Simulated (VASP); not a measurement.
```xyz
2
Lattice="0.0000 2.1475 2.1475 2.1475 0.0000 2.1475 2.1475 2.1475 0.0000" Properties=species:S:1:pos:R:3 pbc="T T T"
Ti     0.0000     0.0000     0.0000
C      2.1475     2.1475     2.1475
```

Calculation: PBEsol GGA, VASP's PBE PAW potentials (set 64) (plane waves; VASP). Numerical set-up: 520 eV cut-off, 16×16×16 Γ-centred mesh, tetrahedra with Blöchl corrections, potentials Ti_sv C.

Task: Predict the energy per atom (σ→0), band gap (on the k-mesh) with the smallest direct gap where there is one.

Result: 
| Property | Value |
|---|---|
| band gap (on the k-mesh) | none (metal, semimetal or under 0.01 eV) |
| energy per atom (σ→0) | -9.901 eV/atom |

Total energies compare only between runs with the same potentials, cut-off and functional.

The compound is TiC in the rock salt structure. It was relaxed first.
